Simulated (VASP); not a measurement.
Given:

```xyz
2
Lattice="2.7675 0.0000 0.0000 0.0000 2.7675 0.0000 0.0000 0.0000 2.7675" Properties=species:S:1:pos:R:3 pbc="T T T"
Co     0.0000     0.0000     0.0000
P      1.3838     1.3838     1.3838
```

Computed with PBEsol GGA, VASP's PBE PAW potentials (set 64) (plane waves; VASP 6.6.1). Numerical set-up: 400 eV cut-off, Gaussian smearing of 0.050 eV, potentials Co P.

### Question
Give the energies of bands 1 to 10 at the high-symmetry points, in eV from the Fermi level.

### Answer

| band | Γ | X | M | R |
|---|---|---|---|---|
| 1 | -16.17 | -12.93 | -10.94 | -6.87 |
| 2 | -3.73 | -9.71 | -6.62 | -6.87 |
| 3 | -3.73 | -2.97 | -6.62 | -6.87 |
| 4 | -1.23 | -2.97 | -3.89 | -6.59 |
| 5 | -1.23 | -2.88 | -2.08 | -0.34 |
| 6 | -1.23 | -1.06 | -2.08 | -0.34 |
| 7 | 0.65 | -0.22 | -0.38 | 1.28 |
| 8 | 0.65 | 5.21 | 0.37 | 1.28 |
| 9 | 0.65 | 5.21 | 2.05 | 1.28 |
| 10 | 7.41 | 6.34 | 4.28 | 2.62 |

It has no gap at this level: it comes out as a metal or semimetal.

The structure was generated: CoP was put into the CsCl type type (Pm-3m), which need not be its known phase. It was relaxed first, which changed the volume by -24 %. The run is not spin-polarised, so no magnetic state was tried.
